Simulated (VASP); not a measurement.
VASP input:

KPOINTS:
```
Automatic mesh
0
Gamma
8 8 8
0 0 0
```

**POSCAR**
```
MgTe
1
    0.0000000000     3.2216609133     3.2216609133
    3.2216609133     0.0000000000     3.2216609133
    3.2216609133     3.2216609133     0.0000000000
Mg Te
1 1
Direct
  1.0000000000   1.0000000000   0.0000000000
  0.2500000000   0.2500000000   0.2500000000
```

**INCAR**
```
SYSTEM = MgTe
PREC = Accurate
ENCUT = 480
EDIFF = 1E-7
NELM = 100
ALGO = Normal
LREAL = .FALSE.
LASPH = .TRUE.
ISMEAR = 0
SIGMA = 0.05
GGA = PS
LMAXMIX = 4
LWAVE = .FALSE.
LCHARG = .FALSE.
ISIF = 2
```

POTCAR, in this order: Mg Te (PBE.64 set). Program: vasp_std.

**Question.** Write an equivalent input for Ansatz.

**Answer.** One equivalent input (not run):
Ansatz 0.2 input:
```yaml
crystal:
  lattice:
    - [0.0000000, 3.2216609, 3.2216609]
    - [3.2216609, 0.0000000, 3.2216609]
    - [3.2216609, 3.2216609, 0.0000000]
  atoms:
    - { symbol: Mg, position: [1.0000000, 1.0000000, 0.0000000] }
    - { symbol: Te, position: [0.2500000, 0.2500000, 0.2500000] }
kpoints:
  mp_grid: { grid: [8, 8, 8] }
hamiltonian:
  xc: pbesol
  pseudopotentials: { kind: paw }
scf:
  occupations: { method: gaussian, width: 0.05 }
  max_iter: 100
output: { forces: true, stress: true, eigenvalues: true }
```
Limits of the translation: each code has its own PAW files, so the cut-off isn't converted (ENCUT is set for VASP's; basis.ecutwfc is left out, and Ansatz then takes the one that its files recommend); Ansatz stops its SCF on the density residual and VASP on the energy change (EDIFF).

The compound is MgTe in the zinc blende structure, whereas wurtzite is the usual form. It was relaxed first.
